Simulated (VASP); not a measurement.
GaGe: single point with PBEsol

Crystal: GaGe.

```
CELL_PARAMETERS angstrom
0.00000 2.89784 3.04274
2.89784 0.00000 3.04274
2.89784 2.89784 0.00000
ATOMIC_POSITIONS crystal
Ga 0.75000 0.75000 0.75000
Ge 0.00000 0.00000 0.00000
```

The cell comes from a database or a generator and needn't be the stable form of this composition.

The cell isn't the ideal one: strain +0.000 along x and y, +0.050 along z, atoms carried along.

```yaml
Program: VASP 6.6.1
Task: single point
Functional: PBEsol
Potentials_or_basis: VASP PAW PBE potentials, release 64 (Ga_d, Ge_d)
Cutoff: 520 eV
k_mesh: 14 × 14 × 14
Occupations: gaussian, width 0.15 eV
Spin: no spin polarisation
```

The pressure is -4.4 GPa. The band gap on the k mesh is none (metal or under the smearing width).

Levels at points of the mesh, in eV from the Fermi level:
```
           k point  band 12  band 13  band 14  band 15  band 16  band 17
(0.00, 0.00, 0.00)     1.42     1.59     1.74     1.74     4.24     4.24
(0.50, 0.00, 0.00)    -5.20     0.20     0.61     1.80     5.15     5.41
(0.50, 0.50, 0.00)    -5.83    -0.93    -0.93     2.50     2.64    10.55
(0.50, 0.00, 0.50)    -5.58    -1.26    -1.23     2.18     2.24    10.38
```

It took 110 s on 1 thread of AMD EPYC 9R45 96-Core Processor (Zen 5) (shared host), peak memory 0.34 GiB.

Caveat: the PAW data sets were made with another functional, which shifts forces and pressure a little.
